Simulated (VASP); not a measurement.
Level of theory: PBEsol GGA, VASP's PBE PAW potentials (set 64) (plane waves; VASP).

Input for VASP

KPOINTS:
```
k-points along high-symmetry lines
15
Line-mode
Reciprocal
  0.000000   0.000000   0.000000 ! GAMMA
  0.500000   0.000000   0.500000 ! X

  0.500000   0.000000   0.500000 ! X
  0.625000   0.250000   0.625000 ! U

  0.375000   0.375000   0.750000 ! K
  0.000000   0.000000   0.000000 ! GAMMA

  0.000000   0.000000   0.000000 ! GAMMA
  0.500000   0.500000   0.500000 ! L

  0.500000   0.500000   0.500000 ! L
  0.500000   0.250000   0.750000 ! W

  0.500000   0.250000   0.750000 ! W
  0.500000   0.000000   0.500000 ! X
```

**POSCAR**
```
C
1
   -0.0000000000     1.7783297413     1.7783297413
    1.7783297413     0.0000000000     1.7783297413
    1.7783297413     1.7783297413    -0.0000000000
C
2
Direct
  0.0000000000   0.0000000000   0.0000000000
  0.2500000000   0.2500000000   0.2500000000
```

**INCAR**
```
ENCUT=520
ALGO=Normal
NELM=100   ! most electronic steps
LCHARG=F
LASPH=T   ! aspherical one-centre terms
LWAVE=F
EDIFF=1E-7   ! SCF stop (eV)
LREAL=F   ! projection in real space or not
SIGMA=0.05   ! width (eV)
ICHARG=11
LORBIT=11
SYSTEM=C
ISMEAR=0   ! Gaussian
PREC=Accurate
GGA=PS   ! PBEsol
```

POTCAR, in this order: C (PBE.64 set). Program: vasp_std. Read from the step before: CHGCAR.

Output of the run:

### OUTCAR
```
 ion  position               nearest neighbor table
   1  0.000  0.000  0.000-   2 1.54   2 1.54   2 1.54   2 1.54
   2  0.250  0.250  0.250-   1 1.54   1 1.54   1 1.54   1 1.54
  LATTYP: Found a face centered cubic cell.
 ALAT       =     3.5566594826
 Subroutine PRICEL returns:
 Original cell was already a primitive cell.
 Subroutine GETGRP returns: Found 48 space group operations
The static configuration has the point symmetry T_d .
 The point group associated with its full space group is O_h .
The dynamic configuration has the point symmetry T_d .
 Subroutine INISYM returns: Found 48 space group operations
   k-points           NKPTS =     90   k-points in BZ     NKDIM =     90   number of bands    NBANDS=      8
   number of dos      NEDOS =    301   number of ions     NIONS =      2
   total plane-waves  NPLWV =   8000
   dimension x,y,z NGX =    20 NGY =   20 NGZ =   20
   dimension x,y,z NGXF=    40 NGYF=   40 NGZF=   40
   ions per type =               2
   PREC   = accura    normal or accurate (medium, high low for compatibility)
   ISTART =      0    job   : 0-new  1-cont  2-samecut
   ICHARG =     11    charge: 1-file 2-atom 10-const
   ISPIN  =      1    spin polarized calculation?
   LNONCOLLINEAR =      F non collinear calculations
   LSORBIT =      F    spin-orbit coupling
   INIWAV =      1    electr: 0-lowe 1-rand  2-diag
   ENCUT  =  520.0 eV  38.22 Ry    6.18 a.u.   4.68  4.68  4.68*2*pi/ulx,y,z
   NELM   =    100;   NELMIN=  2; NELMDL= -5     # of ELM steps
   EDIFF  = 0.1E-06   stopping-criterion for ELM
   LREAL  =      F    real-space projection
   NLSPLINE    = F    spline interpolate recip. space projectors
   LMAXMIX     =    2 max onsite mixed and CHGCAR
   VOSKOWN=      0    Vosko Wilk Nusair interpolation
   EDIFFG = 0.1E-05   stopping-criterion for IOM
   NSW    =      0    number of steps for IOM
   NBLOCK =      1;   KBLOCK =      1    inner block; outer block
   IBRION =     -1    ionic relax: 0-MD 1-quasi-New 2-CG
   NFREE  =      0    steps in history (QN), initial steepest desc. (CG)
   ISIF   =      2    stress and relaxation
   ISYM   =      2    0-nonsym 1-usesym 2-fastsym
   TEIN   =    0.0    initial temperature
...
```

**OSZICAR**
```
       N       E                     dE             d eps       ncg     rms          rms(c)
DAV:   1     0.270121203354E+01    0.27012E+01   -0.50509E+03  1504   0.990E+02
DAV:   2    -0.164311536277E+02   -0.19132E+02   -0.17143E+02  2216   0.105E+02
DAV:   3    -0.166009786963E+02   -0.16983E+00   -0.16983E+00  1600   0.118E+01
DAV:   4    -0.166023238076E+02   -0.13451E-02   -0.13451E-02  2088   0.468E-01
DAV:   5    -0.166023240331E+02   -0.22550E-06   -0.22542E-06  1576   0.701E-03
DAV:   6    -0.166023240335E+02   -0.38733E-09   -0.38614E-09  2008   0.264E-04
   1 F= -.16602324E+02 E0= -.16602324E+02  d E =-.109465E-10
```

### OUTCAR
```
 val. band max:        9.8327161712   @ k =   0.0000   0.0000   0.0000

 cond. band min:      13.8577486675   @ k =   0.3571   0.0000   0.3571



 k-point     1 :       0.0000    0.0000    0.0000
  band No.  band energies     occupation
      1     -11.8038      2.00000
      2       9.8327      2.00000
      3       9.8327      2.00000
      4       9.8327      2.00000
      5      15.3952      0.00000
      6      15.3952      0.00000
      7      15.3952      0.00000
      8      23.3954      0.00000

 k-point     2 :       0.0357    0.0000    0.0357
  band No.  band energies     occupation
      1     -11.7563      2.00000
      2       9.6320      2.00000
      3       9.6320      2.00000
      4       9.7171      2.00000
      5      15.3558      0.00000
      6      15.6366      0.00000
      7      15.6366      0.00000
      8      23.4284      0.00000

 k-point     3 :       0.0714    0.0000    0.0714
  band No.  band energies     occupation
      1     -11.6137      2.00000
      2       9.1166      2.00000
      3       9.1166      2.00000
      4       9.3803      2.00000
      5      15.2431      0.00000
      6      16.2743      0.00000
      7      16.2743      0.00000
      8      23.4843      0.00000

 k-point     4 :       0.1071    0.0000    0.1071
  band No.  band energies     occupation
      1     -11.3766      2.00000
      2       8.4382      2.00000
      3       8.4382      2.00000
      4       8.8470      2.00000
      5      15.0711      0.00000
      6      17.1535      0.00000
      7      17.1535      0.00000
      8      23.4283      0.00000

 k-point     5 :       0.1429    0.0000    0.1429
  band No.  band energies     occupation
      1     -11.0455      2.00000
      2       7.7041      2.00000
      3       7.7041      2.00000
      4       8.1480      2.00000
      5      14.8597      0.00000
      6      18.1647      0.00000
      7      18.1647      0.00000
      8      23.0610      0.00000
...
```

The density is held fixed in this step, so its total energy and stress have no physical meaning.

The compound is C in the diamond structure. It was relaxed first.
